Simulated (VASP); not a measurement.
A run of VASP 6.6.1 is set up as follows.

The input INCAR:

```
SYSTEM = TiO2
PREC = Accurate
ENCUT = 520
EDIFF = 1E-7
ISMEAR = 0
SIGMA = 0.02
LREAL = .FALSE.
LASPH = .TRUE.
NELM = 100
ALGO = Fast
ISIF = 2
LWAVE = .FALSE.
LCHARG = .TRUE.
GGA = CA
LELF = .TRUE.
LVHAR = .TRUE.
NBANDS = 33
```

KPOINTS

```
Automatic mesh
0
G
  10 10 10
  0 0 0
```

File POSCAR:

```
TiO2
1.0
   -1.8696883070      1.8696883070      4.7275988787
    1.8696883070     -1.8696883070      4.7275988787
    1.8696883070      1.8696883070     -4.7275988787
Ti O
2 4
Direct
    0.0000000000      0.0000000000      0.0000000000
    0.7500000000      0.2500000000      0.5000000000
    0.2079846864      0.2079846864      0.0000000000
    0.9579846864      0.4579846864      0.5000000000
    0.5420153136      0.0420153136      0.5000000000
    0.7920153136      0.7920153136      0.0000000000
```

Potentials or basis: VASP PAW LDA potentials, release 64 (Ti_sv, O).

Launch:

```sh
$ cat potpaw_LDA.64/Ti_sv/POTCAR potpaw_LDA.64/O/POTCAR > POTCAR
$ mpirun -np 1 vasp_std > vasp.out
```

Question: Predict the band gap on the k mesh.

Answer: 2.08 eV, indirect (least direct gap 2.42 eV).

Question: Estimate the largest force.

Answer: 0.034 eV/Å.

Question: What does it give for the pressure?

Answer: 1.3 GPa.

Forces in eV/Å, atoms in the order of the input:
```
Ti   0.000  0.000  0.000
Ti   0.000  0.000  0.000
O    0.000  0.000  0.034
O    0.000  0.000  0.034
O    0.000  0.000 -0.034
O    0.000  0.000 -0.034
```

A k mesh can miss the band edges. As with any semilocal functional, this LDA gap is likely too small.
